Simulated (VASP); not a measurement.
Given:

```xyz
2
Lattice="0.0000 2.1650 2.1650 2.1650 0.0000 2.1650 2.1650 2.1650 0.0000" Properties=species:S:1:pos:R:3 pbc="T T T"
Ti     0.0000     0.0000     0.0000
C      2.1650     2.1650     2.1650
```

Calculation: RPBE GGA, VASP's PBE PAW potentials (set 64) (plane waves; VASP 6.6.1). Run with 520 eV cut-off, 13×13×13 Γ-centred mesh, first-order Methfessel-Paxton smearing of 0.10 eV, potentials Ti_sv C.

Energy and stress use the plane-wave basis of the starting cell.

**Question.** The ions, cell shape and volume are relaxed. Which structure does the run end with?

**Answer.** 
```xyz
2
Lattice="0.0000 2.1805 2.1805 2.1805 0.0000 2.1805 2.1805 2.1805 0.0000" Properties=species:S:1:pos:R:3 pbc="T T T"
Ti     0.0000     0.0000     0.0000
C      2.1805     2.1805     2.1805
```
Space group Fm-3m (225), at a tolerance of 0.03 Å.

**Question.** How do energy and volume change from the first to the last step?

**Answer.** The energy (σ→0) changes by -3.5 meV/atom and the volume by +2.2 %, in 3 ionic steps.

The compound is TiC in the rock salt structure. This run relaxes it. Symmetry was kept, so distortions that lower it aren't found.
